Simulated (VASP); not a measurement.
An input for Quantum ESPRESSO's pw.x (written as the equivalent of a VASP run, and not itself run):

```
&CONTROL
  calculation = 'scf'
  pseudo_dir = './pseudo'
  outdir = './out'
  tprnfor = .true.
  tstress = .true.
/
&SYSTEM
  ibrav = 0
  nat = 2
  ntyp = 2
  ecutwfc = 50
  occupations = 'smearing'
  smearing = 'gaussian'
  degauss = 0.003675
  input_dft = 'pbesol'
/
&ELECTRONS
  conv_thr = 7.3e-09
  electron_maxstep = 100
/
ATOMIC_SPECIES
  Cs 132.905 Cs.upf
  Br 79.904 Br.upf
CELL_PARAMETERS angstrom
     4.2481746    0.0000000    0.0000000
     0.0000000    4.0782476    0.0000000
     0.0000000    0.0000000    4.2481746
ATOMIC_POSITIONS crystal
  Cs   0.0000000  0.0000000  0.0000000
  Br   0.5000000  0.5000000  0.5000000
K_POINTS automatic
  6 6 6 0 0 0
```

Q: Write the VASP files for the same calculation (PBEsol).

A: One answer among several that fit: 
File KPOINTS:
```
K-points
0
gamma
6 6 6
0 0 0
```

INCAR:
```
ALGO=Normal
EDIFF=1E-7
ENCUT=480
GGA=PS
ISIF=2
ISMEAR=0
LASPH=.TRUE.
LCHARG=.FALSE.
LMAXMIX=4
LREAL=.FALSE.
LWAVE=.FALSE.
NELM=100
PREC=Accurate
SIGMA=0.05
SYSTEM=CsBr
```

File POSCAR:
```
CsBr
1
    4.2481745600     0.0000000000     0.0000000000
    0.0000000000     4.0782475776     0.0000000000
    0.0000000000     0.0000000000     4.2481745600
Cs Br
1 1
Direct
  0.0000000000   0.0000000000   0.0000000000
  0.5000000000   0.5000000000   0.5000000000
```

POTCAR, in this order: Cs_sv Br (PBE.64 set). Program: vasp_std.

The two are equivalent in intent, not identical: the potentials are each code's own (VASP's PAW set, PseudoDojo norm-conserving files in pw.x), so ENCUT and ecutwfc are chosen apart and not converted; conv_thr bounds pw.x's estimated SCF error, while EDIFF bounds the energy change between steps.

The compound is CsBr in the CsCl type structure. This cell was strained or had an atom moved on purpose.
